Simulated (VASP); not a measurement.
# ZnGaP (P-6m2) in VASP: notebook, part 2 of 2

VASP 6.6.1. The steps go on from the part before.

**6. Single point, HSE(alpha, omega)**

The input, POSCAR:

```
ZnGaP
1.0
    4.0159400000      0.0000000000      0.0000000000
   -2.0079700000      3.4779100000      0.0000000000
    0.0000000000      0.0000000000      4.4042000000
Zn Ga P
1 1 1
Direct
    0.0000000000      0.0000000000      0.5000000000
    0.6666700000      0.3333300000      0.0000000000
    0.3333300000      0.6666700000      0.5000000000
```

The input, INCAR.step1:

```
  PREC = Accurate
  ENCUT = 520
  EDIFF = 1E-5
  ISMEAR = -1
  SIGMA = 0.05
  LREAL = F
  LASPH = T
  NELM = 100
  ALGO = Normal
  ISIF = 2
  LWAVE = T
  LCHARG = F
  GGA = PE
```

The input, INCAR.step2:

```
  PREC = Accurate
  ENCUT = 520
  EDIFF = 1E-6
  ISMEAR = -1
  SIGMA = 0.05
  LREAL = F
  LASPH = T
  NELM = 100
  ALGO = Normal
  ISIF = 2
  LWAVE = F
  LCHARG = F
  GGA = PE
  LHFCALC = T
  HFSCREEN = 0.2
  AEXX = 0.4
  PRECFOCK = Fast
  ISTART = 1
```

The input, KPOINTS:

```
Automatic mesh
0
Gamma
  4 4 3
```

Potentials or basis: VASP PAW PBE potentials, release 64 (Zn, Ga_d, P).

The run is started by

```
$ cat potpaw_PBE.64/Zn/POTCAR potpaw_PBE.64/Ga_d/POTCAR potpaw_PBE.64/P/POTCAR > POTCAR
$ cp INCAR.step1 INCAR
$ mpirun -np 1 vasp_std > vasp.out
$ cp INCAR.step2 INCAR
$ mpirun -np 1 vasp_std > vasp.out
```

OUTCAR:

```text
PREC = Accurate
   ENCUT = 520
   EDIFF = 1E-6
   ISMEAR = -1
   LREAL = F
   LASPH = T
   NELM = 100
   ISIF = 2
   GGA = PE
   LHFCALC = T
   HFSCREEN = 0.2
   AEXX = 0.4
   PRECFOCK = Fast
   ISTART = 1

 ion  position               nearest neighbor table
   1  0.000  0.000  0.500-   3 2.32   3 2.32   3 2.32
   2  0.667  0.333  0.000-
   3  0.333  0.667  0.500-   1 2.32   1 2.32   1 2.32
[... 499 lines left out ...]

------------------------ aborting loop because EDIFF is reached ----------------------------------------

  FORCE on cell =-STRESS in cart. coord.  units (eV):
  Direction    XX          YY          ZZ          XY          YZ          ZX
  --------------------------------------------------------------------------------------
  -------------------------------------------------------------------------------------
  Total        0.4816583      0.4714731      0.4308860     -0.0088215      0.0000000      0.0000000
  in kB       12.5451838     12.2799028     11.2227779     -0.2297644      0.0000000      0.0000000
  external PRESSURE =      12.0159548 kB  Pullay stress =       0.0000000 kB

 VOLUME and BASIS-vectors are now :
 -----------------------------------------------------------------------------
  energy-cutoff  :      520.00
  volume of cell :       61.51
      direct lattice vectors                 reciprocal lattice vectors
     4.015940000  0.000000000  0.000000000     0.249007704  0.143764502  0.000000000
    -2.007970000  3.477910000  0.000000000     0.000000000  0.287529004  0.000000000
     0.000000000  0.000000000  4.404200000     0.000000000  0.000000000  0.227055992

 POSITION                                       TOTAL-FORCE (eV/Angst)
 -----------------------------------------------------------------------------------
      0.00000      0.00000      2.20210        -0.000140      0.000081      0.000000
      2.00799      1.15929      0.00000        -0.000003      0.000001      0.000000
     -0.00002      2.31862      2.20210         0.000142     -0.000082      0.000000
 -----------------------------------------------------------------------------------
    total drift:                                0.000024      0.000033      0.000010

  FREE ENERGIE OF THE ION-ELECTRON SYSTEM (eV)
  ---------------------------------------------------
  free  energy   TOTEN  =       -11.7691182707 eV

  energy  without entropy=      -11.7646180451  energy(sigma->0) =      -11.76686816
```

OUTCAR.step1:

```text
PREC = Accurate
   ENCUT = 520
   EDIFF = 1E-5
   ISMEAR = -1
   LREAL = F
   LASPH = T
[... 521 lines left out ...]
      0.00000      0.00000      2.20210        -0.000198      0.000114      0.000000
      2.00799      1.15929      0.00000         0.000014     -0.000008      0.000000
     -0.00002      2.31862      2.20210         0.000183     -0.000106      0.000000
 -----------------------------------------------------------------------------------
    total drift:                                0.000021      0.000074      0.000000

  FREE ENERGIE OF THE ION-ELECTRON SYSTEM (eV)
  ---------------------------------------------------
  free  energy   TOTEN  =        -9.0782473133 eV

  energy  without entropy=       -9.0691889893  energy(sigma->0) =       -9.07371815
```

It took 8.7 min on 1 thread of AMD EPYC 7R13 (Zen 3), shared host; peak memory 0.27 GiB.

Results:

```yaml
Free_energy: -11.7691 eV
Pressure: 1.2 GPa
Band_gap_on_the_k_mesh: 0.28 eV, indirect (least direct gap 2.51 eV)
```

Stress tensor (GPa, compression positive):
```
 1.25 -0.02  0.00
-0.02  1.23  0.00
 0.00  0.00  1.12
```

Levels at points of the mesh, in eV from the valence-band top:
```tsv
k point	band 13	band 14	band 15	band 16	band 17	band 18
(0.00, 0.00, 0.00)	-3.81	-1.33	-1.33	3.05	3.12	3.12
(0.50, 0.00, 0.00)	-3.51	-3.08	-1.35	1.63	1.98	3.34
(0.50, 0.50, 0.00)	-3.51	-3.08	-1.35	1.63	1.98	3.34
```

Caveat: the k mesh is coarse (spacing up to 0.48 Å⁻¹), so the values aren't converged, least of all with exact exchange; the PAW data sets were made with another functional, which shifts forces and pressure a little; an odd mesh through Γ misses points on the zone boundary, where band edges often lie.

**7. The reference run**

An earlier run on the cell as given: functional PBE; potentials or basis VASP PAW PBE potentials, release 64 (Zn, Ga_d, P); cutoff 520 eV; k mesh 8 × 8 × 6; occupations fermi-dirac, width 0.05 eV; no spin polarisation.

* Pressure: 0.1 GPa
* Band gap on the k mesh: none (metal or under the smearing width)

**8. The runs side by side**

```csv
level,k mesh,share of exact exchange,grid for exact exchange (PRECFOCK),mesh quality,gap on the mesh (eV),pressure (GPa)
"HSE(alpha, omega)",4 × 4 × 3,0.15,Fast,coarse,0.17,1.2
"HSE(alpha, omega)",4 × 4 × 3,0.2,Fast,coarse,0.19,1.2
"HSE(alpha, omega)",4 × 4 × 3,0.25,Fast,coarse,0.20,1.2
"HSE(alpha, omega)",4 × 4 × 3,0.3,Fast,coarse,0.22,1.2
"HSE(alpha, omega)",4 × 4 × 3,0.4,Fast,coarse,0.28,1.2
PBE,8 × 8 × 6,-,-,not flagged,none,0.1
```

Alike in all rows: task single point; potentials or basis VASP PAW PBE potentials, release 64 (Zn, Ga_d, P); no spin polarisation; cell as given; cutoff (eV) 520; smearing fermi-dirac 0.05 eV.

Caveats: some runs use coarse meshes; the PAW data sets were made with another functional, which shifts forces and pressure a little (some runs); an odd mesh through Γ misses points on the zone boundary, where band edges often lie (some runs).

Absolute energies hang on the potentials; compare differences alone.
